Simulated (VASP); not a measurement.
Input of a VASP 6.6.1 run:

The input INCAR:

```
PREC     = Accurate       # precision mode
ENCUT    = 520            # plane-wave cutoff, eV
EDIFF    = 1E-6           # SCF threshold, eV
ISMEAR   = -1             # smearing method
SIGMA    = 0.02           # smearing width, eV
LREAL    = Auto         
LASPH    = True           # aspherical terms in the spheres
NELM     = 100            # most SCF steps
ALGO     = Normal         # electronic algorithm
ISIF     = 2              # what is computed and relaxed
LWAVE    = False          # write WAVECAR
LCHARG   = False          # write CHGCAR
GGA      = PE             # functional
IVDW     = 12             # dispersion correction
NBANDS   = 48             # bands
```

KPOINTS

```
Automatic mesh
0
Gamma
  1 1 1
```

Contents of POSCAR:

```
MgH12Cl2O6
1.0
    6.4680880000      0.0000000000      0.0000000000
    0.0000000000      6.4680880000      0.0000000000
    0.0000000000      0.0000000000      6.4680880000
O H Mg Cl
6 12 1 2
Direct
    0.7822868211      1.0216620429      0.5183757549
    0.5146652303      0.3999790974      0.6039188088
    0.1728949884      0.1233131027      0.0934743003
    0.1134802124      0.3843021307      0.4842543886
    0.2470281790      0.6367569520      0.9827169946
    0.7584157791     -0.1974153722      0.8384239670
    0.6686056219      1.1099106877      0.5452615982
    0.8993538740      1.1106527926      0.5060537210
    0.3689343744      0.3641570739      0.5612168542
    0.5472250841      0.4742205115      0.4828784024
    0.0892535785      0.2145610882      0.0098174298
    0.3136166360      0.1836091284      0.0534470156
    0.1149180407      0.3166468978      0.3514330665
    0.0835177258      0.5293991053      0.4626096615
    0.1612068358      0.7075815913      0.8774153969
    0.2498419935      0.7376213805      1.1039583877
    0.8057558895     -0.1404124372      0.9692508822
    0.7871878057     -0.0893927232      0.7327049354
    0.5144797040      0.6209872222      0.8254371307
    0.2513416639      0.8622177064      0.5660096152
    0.6455385270      0.3833744995      0.0985298901
```

Potentials or basis: VASP PAW PBE potentials, release 64 (O, H, Mg, Cl).

Launch:

```sh
$ cat potpaw_PBE.64/O/POTCAR potpaw_PBE.64/H/POTCAR potpaw_PBE.64/Mg/POTCAR potpaw_PBE.64/Cl/POTCAR > POTCAR
$ mpirun -np 1 vasp_gam > vasp.out
```

Problem. Predict the largest force.

Solution. 2.374 eV/Å.

Problem. What does it give for the dispersion energy per atom?

Solution. -0.050 eV.

Problem. Estimate the pressure.

Solution. 0.2 GPa.

Problem. Predict the band gap on the k mesh.

Solution. 3.86 eV, direct.

Forces on the atoms (eV/Å):
```
O    0.265 -1.234  0.030
O   -1.028 -0.554  1.059
O    1.726  0.856 -0.330
O    0.067 -0.297  0.720
O   -0.220  1.243  1.227
O   -0.005 -0.251  1.038
H   -1.283  1.120 -0.017
H    0.938  0.634 -0.122
H   -0.343 -0.149  0.438
H    1.048  0.852 -1.953
H   -0.793  0.096 -0.257
H   -0.963 -0.817  0.797
H    0.061 -0.379 -0.932
H    0.033  0.421 -0.079
H   -0.041  0.125 -0.047
H   -0.119 -1.049 -1.142
H   -0.045 -0.161  0.179
H    0.081  0.308 -1.128
Mg   0.037 -0.429  0.309
Cl   0.607 -0.525  0.381
Cl  -0.021  0.191 -0.170
```
